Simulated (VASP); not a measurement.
# XPS shifts in Ru2Au3

Aim: how the core levels of Ru2Au3 differ from atom to atom, with and without the screening of the hole.

Program: VASP 6.6.1. Level of theory: PBE; plane waves and PAW (Au, Ru_pv), in the first sound run; inputs show where later runs differ. Results are calculated unless marked as measured.

## Step 1: The starting structure

The cell holds 20 atoms: 12 Au and 8 Ru. Its edges and angles: a = 5.883 Å, b = 5.883 Å, c = 22.320 Å, α = 90.0°, β = 90.0°, γ = 90.0°. It derives from Au. Ru replaces host atoms (under the top layer, both faces). Regions: layer 1, 4 atoms (4 Au); layer 2, 4 atoms (4 Ru); layer 3, 4 atoms (4 Au); other layers, 8 atoms (4 Ru and 4 Au). Vacuum lies along c.

## Step 2: Relaxation

The free atoms are relaxed first inside the given cell, which is kept (ISIF = 0), since core levels depend on the positions.

INCAR

```
SYSTEM = Ru2Au3
PREC = Normal
ENCUT = 330
EDIFF = 1E-05
NELM = 100
ISMEAR = 0
SIGMA = 0.1
LREAL = Auto
ALGO = Fast
GGA = PE
NBANDS = 151
LWAVE = .FALSE.
LCHARG = .FALSE.
NCORE = 8
IBRION = 2
NSW = 50
ISIF = 0
EDIFFG = -0.05
```

POSCAR

```
Ru2Au3
1.0
    5.8831284195      0.0000000000      0.0000000000
    0.0000000000      5.8831284195      0.0000000000
    0.0000000000      0.0000000000     22.3200000000
Au Ru
12 8
Selective dynamics
Direct
    0.0000000000      0.0000000000      0.6863799280  T T T
    0.5000000000      0.0000000000      0.6863799280  T T T
    0.0000000000      0.5000000000      0.6863799280  T T T
    0.5000000000      0.5000000000      0.6863799280  T T T
    0.0000000000      0.0000000000      0.5000000000  F F F
    0.5000000000      0.0000000000      0.5000000000  F F F
    0.0000000000      0.5000000000      0.5000000000  F F F
    0.5000000000      0.5000000000      0.5000000000  F F F
    0.0000000000      0.0000000000      0.3136200720  T T T
    0.5000000000      0.0000000000      0.3136200720  T T T
    0.0000000000      0.5000000000      0.3136200720  T T T
    0.5000000000      0.5000000000      0.3136200720  T T T
    0.2500000000      0.2500000000      0.5931899640  T T T
    0.7500000000      0.2500000000      0.5931899640  T T T
    0.2500000000      0.7500000000      0.5931899640  T T T
    0.7500000000      0.7500000000      0.5931899640  T T T
    0.2500000000      0.2500000000      0.4068100360  T T T
    0.7500000000      0.2500000000      0.4068100360  T T T
    0.2500000000      0.7500000000      0.4068100360  T T T
    0.7500000000      0.7500000000      0.4068100360  T T T
```

KPOINTS

```
Automatic mesh
0
Gamma
3 3 1
0 0 0
```

PAW data sets: Au and Ru_pv (PBE family, release 64).

Run with:

```
$ mpirun -np 8 vasp_std
```

Log:

```text
[banner, memory and clock lines left out]
running    8 mpi-ranks, on    1 nodes
 distrk:  each k-point on    8 cores,    1 groups
 distr:  one band on    8 cores,    1 groups

 POSCAR found type information on POSCAR AuRu
 POSCAR found :  2 types and      20 ions
|                                                                             |
|           W    W    AA    RRRRR   N    N  II  N    N   GGGG   !!!           |
|           W    W   A  A   R    R  NN   N  II  NN   N  G    G  !!!           |
|           W    W  A    A  R    R  N N  N  II  N N  N  G       !!!           |
|           W WW W  AAAAAA  RRRRR   N  N N  II  N  N N  G  GGG   !            |
|           WW  WW  A    A  R   R   N   NN  II  N   NN  G    G                |
|           W    W  A    A  R    R  N    N  II  N    N   GGGG   !!!           |
|                                                                             |
|     For optimal performance we recommend to set                             |
|       NCORE = 2 up to number-of-cores-per-socket                            |
|     NCORE specifies how many cores store one orbital (NPAR=cpu/NCORE).      |
|     This setting can greatly improve the performance of VASP for DFT.       |
|     The default, NCORE=1 might be grossly inefficient on modern             |
|     multi-core architectures or massively parallel machines. Do your        |
|     Unfortunately you need to use the default for GW and RPA                |
|     calculations (for HF NCORE is supported but not extensively tested      |
|     yet).                                                                   |
|                                                                             |

 LDA part: xc-table for (Slater+PW92), standard interpolation
 POSCAR, INCAR and KPOINTS ok, starting setup
 FFT: planning ... GRIDC
 FFT: planning ... GRID_SOFT
 FFT: planning ... GRID
 WAVECAR not read
 entering main loop
       N       E                     dE             d eps       ncg     rms          rms(c)
DAV:   1     0.146435604604E+04    0.14644E+04   -0.10673E+05  1050   0.103E+03
DAV:   2    -0.384663372839E+02   -0.15028E+04   -0.14292E+04  1021   0.301E+02
DAV:   3    -0.103671544876E+03   -0.65205E+02   -0.60522E+02  1004   0.557E+01
DAV:   4    -0.105603046987E+03   -0.19315E+01   -0.19143E+01  1100   0.861E+00
DAV:   5    -0.105690412434E+03   -0.87365E-01   -0.87322E-01  1253   0.160E+00    0.278E+01
RMM:   6    -0.985385852527E+02    0.71518E+01   -0.33654E+01   910   0.139E+01    0.222E+01
RMM:   7    -0.979546639101E+02    0.58392E+00   -0.99989E+00   910   0.789E+00    0.120E+01
RMM:   8    -0.969931832547E+02    0.96148E+00   -0.44569E+00   908   0.518E+00    0.838E+00
RMM:   9    -0.965288489438E+02    0.46433E+00   -0.57945E-01   911   0.175E+00    0.291E+00
RMM:  10    -0.964686638055E+02    0.60185E-01   -0.10238E-01   913   0.697E-01    0.422E-01
RMM:  11    -0.964680446025E+02    0.61920E-03   -0.17914E-02   921   0.272E-01    0.297E-01
RMM:  12    -0.964679651635E+02    0.79439E-04   -0.36999E-03   926   0.147E-01    0.941E-02
RMM:  13    -0.964679986169E+02   -0.33453E-04   -0.17517E-03   935   0.826E-02    0.775E-02
RMM:  14    -0.964680226945E+02   -0.24078E-04   -0.39461E-04   949   0.418E-02    0.242E-02
RMM:  15    -0.964681153897E+02   -0.92695E-04   -0.13376E-04   851   0.207E-02    0.165E-02
RMM:  16    -0.964681913398E+02   -0.75950E-04   -0.24515E-05   572   0.125E-02    0.619E-03
RMM:  17    -0.964682181214E+02   -0.26782E-04   -0.98832E-06   531   0.717E-03    0.290E-03
RMM:  18    -0.964682578774E+02   -0.39756E-04   -0.10232E-05   534   0.675E-03    0.267E-03
RMM:  19    -0.964682607095E+02   -0.28321E-05   -0.31487E-06   493   0.388E-03
   1 F= -.96468261E+02 E0= -.96330959E+02  d E =-.964683E+02
 curvature:   0.00 expect dE= 0.000E+00 dE for cont linesearch  0.000E+00
 trial: gam= 0.00000 g(F)=  0.338E+00 g(S)=  0.000E+00 ort = 0.000E+00 (trialstep = 0.100E+01)
 search vector abs. value=  0.338E+00
 bond charge predicted
       N       E                     dE             d eps       ncg     rms          rms(c)
DAV:   1    -0.966786222386E+02   -0.21036E+00   -0.10656E+02   934   0.221E+01    0.847E-01
RMM:   2    -0.967842321625E+02   -0.10561E+00   -0.10729E+00   910   0.327E+00    0.937E-01
RMM:   3    -0.967931592671E+02   -0.89271E-02   -0.18436E-01   920   0.125E+00    0.525E-01
RMM:   4    -0.967934723612E+02   -0.31309E-03   -0.37682E-02   928   0.535E-01    0.506E-01
RMM:   5    -0.967914157809E+02    0.20566E-02   -0.10638E-02   912   0.280E-01    0.308E-01
RMM:   6    -0.967912522922E+02    0.16349E-03   -0.67503E-03   916   0.200E-01    0.111E-01
RMM:   7    -0.967909544472E+02    0.29785E-03   -0.82574E-04   909   0.796E-02    0.477E-02
RMM:   8    -0.967908917245E+02    0.62723E-04   -0.97273E-04   862   0.595E-02    0.210E-02
RMM:   9    -0.967908876953E+02    0.40292E-05   -0.10422E-04   781   0.247E-02    0.114E-02
RMM:  10    -0.967908902724E+02   -0.25771E-05   -0.23381E-05   557   0.109E-02
   2 F= -.96790890E+02 E0= -.96653582E+02  d E =-.322630E+00
[...]
3 F= -.97559252E+02 E0= -.97422719E+02  d E =-.109099E+01
[...]
4 F= -.97764025E+02 E0= -.97639000E+02  d E =-.129576E+01
[...]
5 F= -.97948804E+02 E0= -.97816213E+02  d E =-.148054E+01
[...]
6 F= -.98325994E+02 E0= -.98210514E+02  d E =-.377190E+00
[...]
7 F= -.98826769E+02 E0= -.98746375E+02  d E =-.877965E+00
[...]
8 F= -.98850064E+02 E0= -.98776851E+02  d E =-.901259E+00
 curvature:  -4.40 expect dE=-0.258E-01 dE for cont linesearch -0.111E-01
 ZBRENT: bracketing found
 ZBRENT: interpolating
 opt :   4.7046  next Energy=   -98.857145 (dE=-0.908E+00)
 bond charge predicted
       N       E                     dE             d eps       ncg     rms          rms(c)
DAV:   1    -0.987272665090E+02    0.12279E+00   -0.26409E+01   962   0.244E+01    0.828E-01
RMM:   2    -0.988494711089E+02   -0.12220E+00   -0.12599E+00   911   0.388E+00    0.426E-01
RMM:   3    -0.988542396843E+02   -0.47686E-02   -0.88028E-02   916   0.956E-01    0.249E-01
RMM:   4    -0.988564096851E+02   -0.21700E-02   -0.20221E-02   969   0.356E-01    0.231E-01
RMM:   5    -0.988567449173E+02   -0.33523E-03   -0.25116E-03   955   0.137E-01    0.114E-01
RMM:   6    -0.988568760383E+02   -0.13112E-03   -0.66664E-04   965   0.674E-02    0.467E-02
RMM:   7    -0.988568643130E+02    0.11725E-04   -0.20649E-04   955   0.334E-02    0.207E-02
RMM:   8    -0.988568716304E+02   -0.73174E-05   -0.50960E-05   663   0.147E-02
   9 F= -.98856872E+02 E0= -.98782455E+02  d E =-.908067E+00
 curvature:  -2.80 expect dE=-0.769E-03 dE for cont linesearch -0.437E-03
 trial: gam=-0.00329 g(F)=  0.275E-03 g(S)=  0.000E+00 ort = 0.978E-02 (trialstep = 0.194E+01)
 search vector abs. value=  0.217E-03
 reached required accuracy - stopping structural energy minimisation
```

The job ended after 1.9 min (8 MPI ranks of Intel Xeon Platinum 8259CL at 2.50GHz (Skylake/Cascade Lake), shared host; peak memory 1.1 GiB; 15 min of CPU time).

The logs omit lines about the potential files and the build; timing stands in the text.

From OUTCAR (step 2):

```text
ion  position               nearest neighbor table
   1  0.000  0.000  0.686-  13 2.94  14 2.94  15 2.94  16 2.94   2 2.94   3 2.94   3 2.94   2 2.94

  LATTYP: Found a simple tetragonal cell.
 ALAT       =     5.8831284195
 C/A-ratio  =     3.7938998452

 Subroutine GETGRP returns: Found 16 space group operations
 (whereof 16 operations were pure point group operations)

The static configuration has the point symmetry D_4h.

 Found      3 irreducible k-points:

   k-points           NKPTS =      3   k-points in BZ     NKDIM =      3   number of bands    NBANDS=    151

   dimension x,y,z NGX =    28 NGY =   28 NGZ =  100
   dimension x,y,z NGXF=    56 NGYF=   56 NGZF=  200

   ENCUT  =  330.0 eV  24.25 Ry    4.92 a.u.   8.71  8.71 33.06*2*pi/ulx,y,z

   NELECT =     244.0000    total number of electrons

 k-points in reciprocal lattice and weights: Automatic mesh
   0.00000000  0.00000000  0.00000000       0.111
   0.33333333  0.00000000  0.00000000       0.444
   0.33333333  0.33333333  0.00000000       0.444

 average (electrostatic) potential at core
       1 -71.9156       2 -71.9156       3 -71.9156       4 -71.9156       5 -72.8336
       6 -72.8336       7 -72.8336       8 -72.8336       9 -71.9156      10 -71.9156
      11 -71.9156      12 -71.9156      13 -78.1658      14 -78.1658      15 -78.1658
      16 -78.1658      17 -78.1658      18 -78.1658      19 -78.1658      20 -78.1658

 E-fermi :   1.2988

 k-point     1 :       0.0000    0.0000    0.0000
  band No.  band energies     occupation
    ...
    113       1.0261      1.99989
    114       1.0410      1.99973
    115       1.0410      1.99973
    116       1.3184      0.78253
    117       1.3184      0.78253
    118       1.4482      0.03469
    119       1.4558      0.02648
    120       1.4558      0.02648
    121       1.5084      0.00304
    122       1.5084      0.00304
    ...

 k-point     2 :       0.3333    0.0000    0.0000
  band No.  band energies     occupation
    ...
    118       0.9418      2.00000
    119       1.0589      1.99931
    120       1.1010      1.99485
    121       1.1631      1.94509
    122       1.2954      1.03882
    123       1.4104      0.11471
    124       1.4209      0.08433
    125       1.6932      0.00000
    126       1.6985      0.00000
    127       1.7897      0.00000
    ...

 k-point     3 :       0.3333    0.3333    0.0000
  band No.  band energies     occupation
    ...
    121       1.1252      1.98594
    122       1.2378      1.61230
    123       1.2402      1.59282
    124       1.2699      1.31740
    125       1.2699      1.31740
    126       1.4415      0.04369
    127       1.4415      0.04369
    128       1.4689      0.01615
    129       1.5955      0.00003
    130       1.5955      0.00003
    ...

  energy-cutoff  :      330.00
  volume of cell :      772.52
      direct lattice vectors                 reciprocal lattice vectors
     5.883128420  0.000000000  0.000000000     0.169977592  0.000000000  0.000000000
     0.000000000  5.883128420  0.000000000     0.000000000  0.169977592  0.000000000
     0.000000000  0.000000000 22.320000000     0.000000000  0.000000000  0.044802867

 POSITION                                       TOTAL-FORCE (eV/Angst)
 -----------------------------------------------------------------------------------
      0.00000      0.00000     14.82177        -0.000000     -0.000000     -0.026113
      2.94156      0.00000     14.82177         0.000000     -0.000000     -0.026113
      0.00000      2.94156     14.82177         0.000000      0.000000     -0.026113
      2.94156      2.94156     14.82177        -0.000000     -0.000000     -0.026113
      0.00000      0.00000     11.16000         0.000000     -0.000000      0.000000
      2.94156      0.00000     11.16000        -0.000000     -0.000000      0.000000
      0.00000      2.94156     11.16000         0.000000      0.000000      0.000000
      2.94156      2.94156     11.16000        -0.000000     -0.000000      0.000000
      0.00000      0.00000      7.49823         0.000000      0.000000      0.026113
      2.94156      0.00000      7.49823         0.000000     -0.000000      0.026113
      0.00000      2.94156      7.49823         0.000000      0.000000      0.026113
      2.94156      2.94156      7.49823         0.000000     -0.000000      0.026113
      1.47078      1.47078     12.96957         0.000000     -0.000000     -0.005589
      4.41235      1.47078     12.96957         0.000000     -0.000000     -0.005589
      1.47078      4.41235     12.96957         0.000000     -0.000000     -0.005589
      4.41235      4.41235     12.96957        -0.000000      0.000000     -0.005589
      1.47078      1.47078      9.35043        -0.000000     -0.000000      0.005589
      4.41235      1.47078      9.35043        -0.000000     -0.000000      0.005589
      1.47078      4.41235      9.35043         0.000000      0.000000      0.005589
      4.41235      4.41235      9.35043        -0.000000      0.000000      0.005589
 -----------------------------------------------------------------------------------
    total drift:                                0.000000      0.000000      0.000000

  FREE ENERGIE OF THE ION-ELECTRON SYSTEM (eV)
  ---------------------------------------------------
  free  energy   TOTEN  =       -98.8568716304 eV

  energy  without entropy=      -98.7080389678  energy(sigma->0) =      -98.78245530

 reached required accuracy - stopping structural energy minimisation
```

The run keeps the 16 symmetry operations of its start, so it cannot find a distortion of lower symmetry.

The steps of the relaxation:

```csv
step,energy less that of the first step (eV),largest force (eV/Å)
1,0.0000,0.9288
2,-0.3226,0.8246
3,-1.0910,0.5047
4,-1.2958,1.3245
5,-1.4805,0.9036
6,-1.8577,0.6993
7,-2.3585,0.1642
8,-2.3818,0.1206
9,-2.3886,0.0261
```

The atoms that moved most (Å):

```csv
atom,dx,dy,dz,length
Au1,0.000,0.000,-0.498,0.498
Au12,0.000,0.000,0.498,0.498
Au11,0.000,0.000,0.498,0.498
Au9,0.000,0.000,0.498,0.498
Au10,0.000,0.000,0.498,0.498
Au4,0.000,0.000,-0.498,0.498
Au3,0.000,0.000,-0.498,0.498
Au2,0.000,0.000,-0.498,0.498
```

Final coordinates:

```cif
data_structure
_symmetry_space_group_name_H-M 'P 1'
_symmetry_Int_Tables_number 1
_cell_length_a 5.8831
_cell_length_b 5.8831
_cell_length_c 22.3200
_cell_angle_alpha 90.000
_cell_angle_beta 90.000
_cell_angle_gamma 90.000
_cell_volume 772.52
loop_
_atom_site_label
_atom_site_type_symbol
_atom_site_fract_x
_atom_site_fract_y
_atom_site_fract_z
_atom_site_occupancy
Au1 Au 0.00000 0.00000 0.66406 1
Au2 Au 0.50000 0.00000 0.66406 1
Au3 Au 0.00000 0.50000 0.66406 1
Au4 Au 0.50000 0.50000 0.66406 1
Au5 Au 0.00000 0.00000 0.50000 1
Au6 Au 0.50000 0.00000 0.50000 1
Au7 Au 0.00000 0.50000 0.50000 1
Au8 Au 0.50000 0.50000 0.50000 1
Au9 Au 0.00000 0.00000 0.33594 1
Au10 Au 0.50000 0.00000 0.33594 1
Au11 Au 0.00000 0.50000 0.33594 1
Au12 Au 0.50000 0.50000 0.33594 1
Ru13 Ru 0.25000 0.25000 0.58107 1
Ru14 Ru 0.75000 0.25000 0.58107 1
Ru15 Ru 0.25000 0.75000 0.58107 1
Ru16 Ru 0.75000 0.75000 0.58107 1
Ru17 Ru 0.25000 0.25000 0.41893 1
Ru18 Ru 0.75000 0.25000 0.41893 1
Ru19 Ru 0.25000 0.75000 0.41893 1
Ru20 Ru 0.75000 0.75000 0.41893 1
```

Numbers from this step:

```
free energy (TOTEN)     : -98.8569 eV
energy at zero smearing : -98.7825 eV
Fermi energy            : 1.299 eV
```

The forces on the free atoms are under 0.05 eV/Å.

(Continued in part 2 of 3.)

[Lines on the potential files, build, host, timing and source positions are cut from VASP's logs without a mark.]

[Logs are printed without paths, hosts, clocks, repeated set-up lines and the standing remarks that a program may print on its own settings, such as how far it seeks lower states.]

[Hosts, paths, dates, database ids (printed as entryN), source tags and the programs' standing remarks are cut or masked in the printed files.]
